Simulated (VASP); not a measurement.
Level of theory: PBEsol GGA, VASP's PBE PAW potentials (set 64) (plane waves; VASP 6.6.1).

A VASP calculation is set up with these files.

INCAR:
```
SYSTEM = Ir
PREC = Accurate; ENCUT = 480; LREAL = .FALSE.
LASPH = .TRUE.
EDIFF = 1E-7; NELM = 100; ALGO = Normal
LMAXMIX = 6
ISMEAR = 1; SIGMA = 0.1
GGA = PS
ISIF = 2
LWAVE = .FALSE.; LCHARG = .FALSE.
```

File KPOINTS:
```
Regular mesh
0
gamma
16 16 16
```

### POSCAR
```
Ir
1
    0.0000000000     1.9166122003     1.9166122003
    1.9166122003    -0.0000000000     1.9166122003
    1.9166122003     1.9166122003     0.0000000000
Ir
1
Direct
  0.0000000000   0.0000000000   0.0000000000
```

POTCAR, in this order: Ir (PBE.64 set). Program: vasp_std.

What VASP printed:

### OSZICAR
```
       N       E                     dE             d eps       ncg     rms          rms(c)
DAV:   1     0.407529317241E+02    0.40753E+02   -0.43175E+03  2392   0.967E+02
DAV:   2    -0.984908412480E+01   -0.50602E+02   -0.48639E+02  2328   0.203E+02
DAV:   3    -0.104338067463E+02   -0.58472E+00   -0.58021E+00  3304   0.294E+01
DAV:   4    -0.104375775027E+02   -0.37708E-02   -0.37707E-02  3032   0.173E+00
DAV:   5    -0.104376030401E+02   -0.25537E-04   -0.25537E-04  3424   0.890E-02    0.160E+01
DAV:   6    -0.991213111389E+01    0.52547E+00   -0.11099E+00  2712   0.146E+01    0.639E+00
DAV:   7    -0.981677092251E+01    0.95360E-01   -0.33044E-01  3048   0.734E+00    0.157E+00
DAV:   8    -0.981163391660E+01    0.51370E-02   -0.16305E-03  2528   0.624E-01    0.819E-01
DAV:   9    -0.980944227022E+01    0.21916E-02   -0.14898E-03  2968   0.666E-01    0.227E-02
DAV:  10    -0.980944382610E+01   -0.15559E-05   -0.54177E-06  3128   0.288E-02    0.695E-03
DAV:  11    -0.980944480707E+01   -0.98097E-06   -0.51483E-07  3096   0.583E-03    0.574E-04
DAV:  12    -0.980944478788E+01    0.19188E-07   -0.60197E-09  1576   0.867E-04
   1 F= -.98094448E+01 E0= -.98093550E+01  d E =-.269320E-03
```

**OUTCAR**
```
------------------------ aborting loop because EDIFF is reached ----------------------------------------
  FORCE on cell =-STRESS in cart. coord.  units (eV):
  Direction    XX          YY          ZZ          XY          YZ          ZX
  --------------------------------------------------------------------------------------
  Total        0.0261064      0.0261064      0.0261064     -0.0000000      0.0000000     -0.0000000
  in kB        2.9704623      2.9704623      2.9704623     -0.0000000      0.0000000     -0.0000000
  external PRESSURE =       2.9704623 kB  Pullay stress =       0.0000000 kB
  volume of cell :       14.08
      direct lattice vectors                 reciprocal lattice vectors
     0.000000000  1.916612200  1.916612200    -0.260876979  0.260876979  0.260876979
     1.916612200  0.000000000  1.916612200     0.260876979 -0.260876979  0.260876979
     1.916612200  1.916612200  0.000000000     0.260876979  0.260876979 -0.260876979
 POSITION                                       TOTAL-FORCE (eV/Angst)
 -----------------------------------------------------------------------------------
      0.00000      0.00000      0.00000        -0.000000     -0.000000     -0.000000
 -----------------------------------------------------------------------------------
    total drift:                                0.000000      0.000000     -0.000000
  FREE ENERGIE OF THE ION-ELECTRON SYSTEM (eV)
  ---------------------------------------------------
  free  energy   TOTEN  =        -9.8094447879 eV

  energy  without entropy=       -9.8091754679  energy(sigma->0) =       -9.80935501
```
(Selected blocks of OUTCAR.)

**OUTCAR**
```
 val. band max:       10.3235271859   @ k =   0.3750   0.0625   0.0000

 cond. band min:      10.3301814089   @ k =   0.3125   0.2500   0.0625


 Fermi energy:        10.3272846265

 k-point     1 :       0.0000    0.0000    0.0000
  band No.  band energies     occupation
      1      -0.9143      2.00000
      2       6.4012      2.00000
      3       6.4012      2.00000
      4       6.4012      2.00000
      5       9.1390      2.00000
      6       9.1390      2.00000
      7      24.6350      0.00000
      8      30.2381      0.00000

 k-point     2 :       0.0625    0.0000    0.0000
  band No.  band energies     occupation
      1      -0.7396      2.00000
      2       6.3072      2.00000
      3       6.4774      2.00000
      4       6.4774      2.00000
      5       9.0895      2.00000
      6       9.0895      2.00000
      7      24.9385      0.00000
      8      29.3200      0.00000

 k-point     3 :       0.1250    0.0000    0.0000
  band No.  band energies     occupation
      1      -0.2385      2.00000
      2       6.0765      2.00000
      3       6.6683      2.00000
      4       6.6683      2.00000
      5       8.9931      2.00000
      6       8.9931      2.00000
      7      25.7472      0.00000
      8      27.6349      0.00000

 k-point     4 :       0.1875    0.0000    0.0000
  band No.  band energies     occupation
      1       0.5062      2.00000
      2       5.8542      2.00000
      3       6.8466      2.00000
      4       6.8466      2.00000
      5       9.0082      2.00000
      6       9.0082      2.00000
      7      25.7995      0.00000
      8      26.8214      0.00000

 k-point     5 :       0.2500    0.0000    0.0000
  band No.  band energies     occupation
      1       1.3090      2.00000
      2       5.8772      2.00000
      3       6.8524      2.00000
      4       6.8524      2.00000
      5       9.3159      2.00000
      6       9.3159      2.00000
      7      24.0983      0.00000
...
```

Unless said otherwise, spin-orbit coupling is left out, though it shifts the bands of the heavy elements here.

The compound is Ir in the fcc structure. It was relaxed first.
